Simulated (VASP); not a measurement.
All values below come from LDA (Ceperley-Alder, Perdew-Zunger), VASP's LDA PAW potentials (set 64) (plane waves; VASP 6.6.1).

A VASP calculation is set up with these files.

### POSCAR
```
Ni3Ge
1
    3.4894298500     0.0000000000     0.0000000000
    0.0000000000     3.4894298500     0.0000000000
    0.0000000000     0.0000000000     3.4894298500
Ni Ge
3 1
Direct
  0.5000000000   0.0000000000   0.5000000000
  0.0000000000   0.5000000000   0.5000000000
  0.5000000000   0.5000000000   0.0000000000
  0.0000000000   0.0000000000   0.0000000000
```

**KPOINTS**
```
Regular mesh
0
gamma
 10 10 10
0 0 0
```

### INCAR
```
ISIF  =  2
LWAVE  =  .FALSE.
LMAXMIX  =  4
SYSTEM  =  Ni3Ge
NEDOS  =  601
LORBIT  =  11
ALGO  =  Normal   # blocked Davidson
LCHARG  =  .TRUE.
LASPH  =  .TRUE.
NELM  =  100   # most electronic steps
ENCUT  =  400   # plane-wave cut-off (eV)
EDIFF  =  1E-7   # SCF stop (eV)
ISMEAR  =  -5
PREC  =  Accurate
LREAL  =  .FALSE.   # projection in real space or not
```

POTCAR, in this order: Ni Ge_d (LDA.64 set). Program: vasp_std.

Output

### OSZICAR
```
       N       E                     dE             d eps       ncg     rms          rms(c)
DAV:   1     0.287822984104E+03    0.28782E+03   -0.17449E+04  3048   0.331E+03
DAV:   2     0.740153882076E+01   -0.28042E+03   -0.27415E+03  2912   0.540E+02
DAV:   3    -0.284715345349E+02   -0.35873E+02   -0.35127E+02  2942   0.178E+02
DAV:   4    -0.295451281457E+02   -0.10736E+01   -0.10687E+01  3138   0.357E+01
DAV:   5    -0.295684324270E+02   -0.23304E-01   -0.23283E-01  3558   0.456E+00    0.184E+01
DAV:   6    -0.287725176028E+02    0.79591E+00   -0.43044E+01  3282   0.883E+01    0.136E+01
DAV:   7    -0.264959986081E+02    0.22765E+01   -0.14032E+01  3072   0.507E+01    0.412E+00
DAV:   8    -0.264157732433E+02    0.80225E-01   -0.57802E-01  3294   0.639E+00    0.105E+00
DAV:   9    -0.264059345937E+02    0.98386E-02   -0.27767E-02  3802   0.228E+00    0.430E-01
DAV:  10    -0.264035580376E+02    0.23766E-02   -0.38512E-03  4144   0.793E-01    0.120E-01
DAV:  11    -0.264034059862E+02    0.15205E-03   -0.41779E-04  3464   0.202E-01    0.379E-02
DAV:  12    -0.264034115383E+02   -0.55521E-05   -0.35586E-05  3140   0.865E-02    0.656E-03
DAV:  13    -0.264034124316E+02   -0.89332E-06   -0.26092E-06  3646   0.167E-02    0.364E-03
DAV:  14    -0.264034139589E+02   -0.15273E-05   -0.69318E-07  3000   0.116E-02    0.107E-03
DAV:  15    -0.264034136464E+02    0.31251E-06   -0.46045E-08  1562   0.269E-03    0.282E-04
DAV:  16    -0.264034136472E+02   -0.87857E-09   -0.89840E-09  1518   0.944E-04
   1 F= -.26403414E+02 E0= -.26403414E+02  d E =0.000000E+00
```

OUTCAR:
```
------------------------ aborting loop because EDIFF is reached ----------------------------------------
  FORCE on cell =-STRESS in cart. coord.  units (eV):
  Direction    XX          YY          ZZ          XY          YZ          ZX
  --------------------------------------------------------------------------------------
  Total       -0.0969524     -0.0969524     -0.0969524     -0.0000000      0.0000000     -0.0000000
  in kB       -3.6559964     -3.6559964     -3.6559964     -0.0000000      0.0000000     -0.0000000
  external PRESSURE =      -3.6559964 kB  Pullay stress =       0.0000000 kB
  volume of cell :       42.49
      direct lattice vectors                 reciprocal lattice vectors
     3.489429850  0.000000000  0.000000000     0.286579769  0.000000000  0.000000000
     0.000000000  3.489429850  0.000000000     0.000000000  0.286579769  0.000000000
     0.000000000  0.000000000  3.489429850     0.000000000  0.000000000  0.286579769
 POSITION                                       TOTAL-FORCE (eV/Angst)
 -----------------------------------------------------------------------------------
      1.74471      0.00000      1.74471         0.000000      0.000000      0.000000
      0.00000      1.74471      1.74471         0.000000      0.000000      0.000000
      1.74471      1.74471      0.00000         0.000000      0.000000      0.000000
      0.00000      0.00000      0.00000         0.000000      0.000000      0.000000
 -----------------------------------------------------------------------------------
    total drift:                                0.000000     -0.000000     -0.000000
  FREE ENERGIE OF THE ION-ELECTRON SYSTEM (eV)
  ---------------------------------------------------
  free  energy   TOTEN  =       -26.4034136472 eV

  energy  without entropy=      -26.4034136472  energy(sigma->0) =      -26.40341365

 total charge

# of ion       s       p       d       tot
------------------------------------------
    1        0.492   0.577   8.464   9.532
    2        0.492   0.577   8.464   9.532
    3        0.492   0.577   8.464   9.532
    4        1.102   1.280  10.159  12.542
--------------------------------------------------
tot          2.577   3.010  35.550  41.138
```
(Selected blocks of OUTCAR.)

For a metal the tetrahedron method with Blöchl corrections gives inexact stress and forces.

The structure comes from a computed database's Ni3Ge entry (Pm-3m); how it stands against other phases isn't given here. It was relaxed first. The run is not spin-polarised, so no magnetic state was tried.
